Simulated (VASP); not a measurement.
Calculation: AM05 GGA, VASP's PBE PAW potentials (set 64) (plane waves; VASP 6.6.1).

The input files of a VASP run:

### INCAR
```
ALGO=Normal
EDIFF=1E-6
EDIFFG=-0.02
ENCUT=520
GGA=AM
IBRION=2
ISIF=3
ISMEAR=0
LASPH=.True.
LCHARG=.False.
LMAXMIX=4
LREAL=.False.
LWAVE=.False.
NELM=100
NSW=60
PREC=Accurate
SIGMA=0.05
SYSTEM=GaN
```

File POSCAR:
```
GaN
1.0
  1.5905298190  -2.7548784197   0.0000000000
  1.5905298190   2.7548784197   0.0000000000
  0.0000000000   0.0000000000   5.1773251999
Ga N
2 2
Direct
  0.6666670000   0.3333330000   0.5000215750
  0.3333330000   0.6666670000   0.0000215750
  0.6666670000   0.3333330000   0.8769784250
  0.3333330000   0.6666670000   0.3769784250
```

### KPOINTS
```
Automatic mesh
0
gamma
 7 7 4
```

POTCAR, in this order: Ga_d N (PBE.64 set). Program: vasp_std.

### Question
What does the run give for the energy per atom (σ→0)?

### Answer

```yaml
energy per atom (σ→0): -612.3 kJ/mol of atoms
```

File OSZICAR:
```
...
DAV:   8    -0.254090282644E+02    0.10155E-01   -0.28394E-01  1782   0.805E+00    0.938E-01
DAV:   9    -0.253848781954E+02    0.24150E-01   -0.11593E-01  1902   0.584E+00    0.307E-01
DAV:  10    -0.253858930451E+02   -0.10148E-02   -0.53815E-03  1316   0.847E-01    0.113E-01
DAV:  11    -0.253858088787E+02    0.84166E-04   -0.16496E-03  1644   0.758E-01    0.267E-02
DAV:  12    -0.253858289832E+02   -0.20105E-04   -0.18926E-04  1206   0.107E-01    0.180E-02
DAV:  13    -0.253858277320E+02    0.12512E-05   -0.27499E-05  1396   0.978E-02    0.442E-03
DAV:  14    -0.253858283294E+02   -0.59742E-06   -0.59770E-06  1224   0.188E-02
   1 F= -.25385828E+02 E0= -.25385828E+02  d E =-.253858E+02
```

The compound is GaN in the wurtzite structure. It was relaxed first. The start is the result of an earlier pass.
